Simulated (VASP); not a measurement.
Output of a VASP run:

OSZICAR:
```
       N       E                     dE             d eps       ncg     rms          rms(c)
DAV:   1     0.565262068346E+02    0.56526E+02   -0.61104E+03  5216   0.107E+03
DAV:   2    -0.148723473359E+02   -0.71399E+02   -0.65975E+02  5068   0.212E+02
DAV:   3    -0.161973164512E+02   -0.13250E+01   -0.13061E+01  6286   0.390E+01
DAV:   4    -0.162177832288E+02   -0.20467E-01   -0.20464E-01  7032   0.370E+00
DAV:   5    -0.162179904692E+02   -0.20724E-03   -0.20724E-03  6352   0.318E-01    0.144E+01
DAV:   6    -0.146017031108E+02    0.16163E+01   -0.13657E+01  5453   0.706E+01    0.699E+00
DAV:   7    -0.141749505568E+02    0.42675E+00   -0.18866E+00  5593   0.253E+01    0.357E+00
DAV:   8    -0.141549854257E+02    0.19965E-01   -0.20089E-02  6810   0.163E+00    0.175E+00
DAV:   9    -0.141409243184E+02    0.14061E-01   -0.54334E-03  7149   0.122E+00    0.467E-01
DAV:  10    -0.141408008695E+02    0.12345E-03   -0.67779E-04  6783   0.336E-01    0.173E-01
DAV:  11    -0.141407762506E+02    0.24619E-04   -0.20243E-04  7047   0.222E-01    0.244E-02
DAV:  12    -0.141407741667E+02    0.20839E-05   -0.10578E-05  5474   0.376E-02    0.134E-02
DAV:  13    -0.141407732921E+02    0.87457E-06   -0.13185E-06  3641   0.169E-02
   1 F= -.14140773E+02 E0= -.14078987E+02  d E =-.123572E+00  mag=     3.2159
```

OUTCAR:
```
------------------------ aborting loop because EDIFF is reached ----------------------------------------
  FORCE on cell =-STRESS in cart. coord.  units (eV):
  Direction    XX          YY          ZZ          XY          YZ          ZX
  --------------------------------------------------------------------------------------
  Total       -0.7183498     -0.7183500     -0.7208938      0.0000000      0.0000000     -0.0000000
  in kB      -51.8291441    -51.8291554    -52.0126934      0.0000000      0.0000000     -0.0000000
  external PRESSURE =     -51.8903310 kB  Pullay stress =       0.0000000 kB
  volume of cell :       22.21
      direct lattice vectors                 reciprocal lattice vectors
     1.255000000 -2.173724000  0.000000000     0.398406375 -0.230020003  0.000000000
     1.255000000  2.173724000  0.000000000     0.398406375  0.230020003  0.000000000
     0.000000000  0.000000000  4.070000000     0.000000000  0.000000000  0.245700246
 POSITION                                       TOTAL-FORCE (eV/Angst)
 -----------------------------------------------------------------------------------
      1.25500      0.72458      1.01750         0.000000      0.000000      0.000000
      1.25500     -0.72458      3.05250        -0.000000     -0.000000      0.000000
 -----------------------------------------------------------------------------------
    total drift:                               -0.000023      0.000003     -0.000028
  FREE ENERGIE OF THE ION-ELECTRON SYSTEM (eV)
  ---------------------------------------------------
  free  energy   TOTEN  =       -14.1407732921 eV

  energy  without entropy=      -14.0172016112  energy(sigma->0) =      -14.07898745

 total charge

# of ion       s       p       d       tot
------------------------------------------
    1        0.479   0.502   7.236   8.217
    2        0.479   0.502   7.236   8.217
--------------------------------------------------
tot          0.959   1.003  14.473  16.435

 magnetization (x)

# of ion       s       p       d       tot
------------------------------------------
    1       -0.015  -0.053   1.701   1.633
    2       -0.015  -0.053   1.701   1.633
--------------------------------------------------
tot         -0.029  -0.106   3.402   3.267
```
(Selected blocks of OUTCAR.)

### POSCAR
```
Co
1
    1.2550000000    -2.1737240000     0.0000000000
    1.2550000000     2.1737240000     0.0000000000
    0.0000000000     0.0000000000     4.0700000000
Co
2
Direct
  0.3333330000   0.6666670000   0.2500000000
  0.6666670000   0.3333330000   0.7500000000
```

Q: Write an INCAR and KPOINTS that could have produced this output.

A: Several could match; the one computed here: the input of the run itself, PBE GGA, plane waves, VASP's PBE PAW potentials (set 64).

INCAR:
```
! general
SYSTEM   =  Co
PREC     =  Accurate
ENCUT    =  300
LREAL    =  .FALSE.
LASPH    =  .TRUE.

! electronic loop
EDIFF    =  1E-6
NELM     =  100
ALGO     =  Normal
LMAXMIX  =  4

! smearing
ISMEAR   =  -1
SIGMA    =  0.136

! functional
GGA      =  PE

! spin
ISPIN    =  2
MAGMOM   =  2*2.0

! ions
ISIF     =  2

! output
LWAVE    =  .FALSE.
LCHARG   =  .FALSE.
LORBIT   =  11
```

**KPOINTS**
```
Automatic mesh
0
Gamma
13 13 7
0 0 0
```

POTCAR, in this order: Co (PBE.64 set). Program: vasp_std.

At this cut-off the stress carries a Pulay error, which pulls relaxed volumes low.

The structure is a typed Co crystal (P6_3/mmc). The cell was not relaxed at this level.
